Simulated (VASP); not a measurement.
An input for Quantum ESPRESSO's pw.x (written as the equivalent of a VASP run, and not itself run):

```
&CONTROL
  calculation = 'scf'
  pseudo_dir = './pseudo'
  outdir = './out'
  tprnfor = .true.
  tstress = .true.
/
&SYSTEM
  ibrav = 0
  nat = 6
  ntyp = 3
  ecutwfc = 110
  occupations = 'smearing'
  smearing = 'fermi-dirac'
  degauss = 0.003675
  input_dft = 'pbesol'
/
&ELECTRONS
  conv_thr = 7.3e-08
  electron_maxstep = 100
/
ATOMIC_SPECIES
  La 138.905 La.upf
  Ga 69.723 Ga.upf
  Ni 58.693 Ni.upf
CELL_PARAMETERS angstrom
     5.1485400    0.0000000    0.0000000
    -2.5742700    4.4587660    0.0000000
     0.0000000    0.0000000    3.8392400
ATOMIC_POSITIONS crystal
  La   0.0000000  0.0000000  0.0000000
  Ga   0.3333330  0.6666670  0.0000000
  Ni   0.6666670  0.3333330  0.0000000
  Ni   0.9935400  0.4967700  0.5000000
  Ni   0.5032300  0.0064600  0.5000000
  Ni   0.5032300  0.4967700  0.5000000
K_POINTS automatic
  7 7 8 0 0 0
```

Q: Translate this input to VASP (INCAR, KPOINTS, POSCAR, choice of POTCAR).

A: Several could match; the one computed here: 
### INCAR
```
ALGO = Normal
EDIFF = 1E-6
ENCUT = 300
GGA = PS
ISIF = 2
ISMEAR = -1
LASPH = .True.
LCHARG = .False.
LMAXMIX = 6
LREAL = .False.
LWAVE = .False.
NELM = 100
PREC = Accurate
SIGMA = 0.05
SYSTEM = LaGaNi4
```

**POSCAR**
```
LaGaNi4
1
    5.1485400000     0.0000000000     0.0000000000
   -2.5742700000     4.4587660000     0.0000000000
    0.0000000000     0.0000000000     3.8392400000
La Ga Ni
1 1 4
Direct
  0.0000000000   0.0000000000   0.0000000000
  0.3333330000   0.6666670000   0.0000000000
  0.6666670000   0.3333330000   0.0000000000
  0.9935400000   0.4967700000   0.5000000000
  0.5032300000   0.0064600000   0.5000000000
  0.5032300000   0.4967700000   0.5000000000
```

File KPOINTS:
```
Automatic mesh
0
G
 7 7 8
```

POTCAR, in this order: La Ga_d Ni (PBE.64 set). Program: vasp_std.

Limits of the translation: the potentials are each code's own (VASP's PAW set, PseudoDojo norm-conserving files in pw.x), so ENCUT and ecutwfc are chosen apart and not converted; conv_thr bounds pw.x's estimated SCF error, while EDIFF bounds the energy change between steps.

The structure comes from a computed database's LaGaNi4 entry; how it stands against other phases isn't given here. The cell was not relaxed at this level.
